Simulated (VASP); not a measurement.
# AuAl2: energy against volume

AuAl2 (fluorite, Fm-3m, 18.507 Å³/atom and stress up to 0.08 GPa in the relaxed cell, cube axes along x, y and z) under an equal strain ε along all three axes. PBE in VASP (plane waves, PAW), 480 eV, 14×14×14 Γ-centred mesh, Methfessel-Paxton smearing 0.10 eV; ions are relaxed, or left where forces stay under 0.02 eV/Å, within the symmetry of each cell.

Here V stands for volume and E for E less E0.

| volume (Å³/atom) | E less E0 (meV/atom) | pressure (GPa) |
|---|---|---|
| 17.4188 | 24.45 | 7.47 |
| 17.6868 | 13.65 | 5.41 |
| 17.9575 | 6.09 | 3.50 |
| 18.2310 | 1.59 | 1.72 |
| 18.5072 | 0.00 | 0.08 |
| 18.7862 | 1.16 | -1.44 |
| 19.0680 | 4.91 | -2.85 |
| 19.3526 | 11.11 | -4.15 |
| 19.6400 | 19.60 | -5.34 |
| 20.2233 | ? | ? |

Fit E of the 9 rows that show it with the third-order Birch-Murnaghan form, a cubic in V^(-2/3). With u = V^(-2/3) - 0.143, the rows have u = 0.005818, 0.004311, 0.002826, 0.001364, -0.000076, -0.001494, -0.002892, -0.004269, -0.005626. Least squares gives E = 0.021 + 234.7·u + 670786·u² + 1833801·u³. Residuals (row less fit): -0.003, 0.004, 0.007, -0.004, -0.007, -0.001, 0.002, 0.009, -0.006; standard error 0.007 (degrees of freedom: 5). Its minimum lies at u = -0.000175, so V0 = (0.142825)^(-3/2) = 18.53. There d²E/du² = 1340000 and d³E/du³ = 1.100e7, so B0 = (4/9) × 18.53^(-7/3) × 1340000 × 0.160218 = 105 GPa (the last factor turns the table's units into GPa), and B0' = 4 + (2/3) × 0.142825 × (1.100e7)/1340000 = 4.8. B0' rests on the cubic coefficient alone and has a standard error of 0.1 from these residuals.

Estimate the missing E (V = 20.2233); what did the run itself give?

u = -0.008280, so E = 0.021 + 234.7 × (-0.008280) + 670786 × (-0.008280)² + 1833801 × (-0.008280)³ = 43.025 meV/atom. The calculation gives 42.91 meV/atom, 0.115 meV/atom below the prediction (0.3 % of the range of E in the table). The row lies outside the fitted rows, so this is an extrapolation. From the scatter of the fitted rows alone, a prediction at this place has a standard error of 0.029 meV/atom, so the miss is 4.0 times that.

In a metal these values are sensitive to mesh and smearing; energies are taken to zero smearing, stresses follow the free energy. Spin-orbit coupling is left out, which can shift these values for the heavy elements here. Other structures, which can take over under pressure, weren't tried. The same form fitted to the pressure column gives B0' = 4.8; series where the two differ by over 0.4 aren't shown. For AuAl2: the electron count is odd and the run is not spin-polarised, which forces a metal. Rows are the converged runs of the series near zero and its far end, less any whose ions stayed unrelaxed beside relaxed ones; series whose fitted rows scatter by over a few per cent of the range, as at a crossing or softening among them, aren't shown in this form.
